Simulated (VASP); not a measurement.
Energy against volume of Tc (hcp). Calculation: r2SCAN meta-GGA, VASP's PBE PAW potentials (set 64) (plane waves; VASP). Numerical set-up: 520 eV cut-off, 15×15×8 Γ-centred mesh, first-order Methfessel-Paxton smearing of 0.10 eV, potentials Tc_pv.

Shape and ions are relaxed at each volume.

```csv
V (Å³/atom),E (eV/atom)
13.796,-25.95201
14.223,-25.96625
14.650,-25.95458
15.076,-25.92097
```

Fit these four points and predict the energy of the run at 13.370 Å³/atom.

A cubic in V^(−2/3), the third-order Birch-Murnaghan form, passes through the four points with V0 = 14.23 Å³/atom and B0 = 322 GPa, and gives -25.9074 eV/atom there. The run gave -25.9073 eV/atom, +0.0 meV/atom from the fit; all five points give B0 = 322 GPa.

The compound is Tc in the hcp structure. It was relaxed first.
